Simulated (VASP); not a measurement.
Here is the system:

```xyz
2
Lattice="1.8230 -3.1575 0.0000 1.8230 3.1575 0.0000 0.0000 0.0000 5.6100" Properties=species:S:1:pos:R:3 pbc="T T T"
Ho     1.8230     1.0525     1.4025
Ho     1.8230    -1.0525     4.2075
```

These are r2SCAN meta-GGA, VASP's PBE PAW potentials (set 64) (plane waves; VASP) values and carry that method's errors. Numerical set-up: 480 eV cut-off, 12×12×6 Γ-centred mesh, first-order Methfessel-Paxton smearing of 0.10 eV, potentials Ho_3.

The 4f electrons are frozen in the core of the lanthanide potential, so 4f levels, which can set the real gap, and their magnetism are missing.

### Question
Give the stress tensor in GPa (positive for a compressed cell).

### Answer

```
-1.18   0.00   0.00
 0.00  -1.18   0.00
 0.00   0.00  -1.07
```
The pressure is its mean diagonal, -1.15 GPa.

The compound is Ho in the hcp structure. This cell was strained or had an atom moved on purpose.
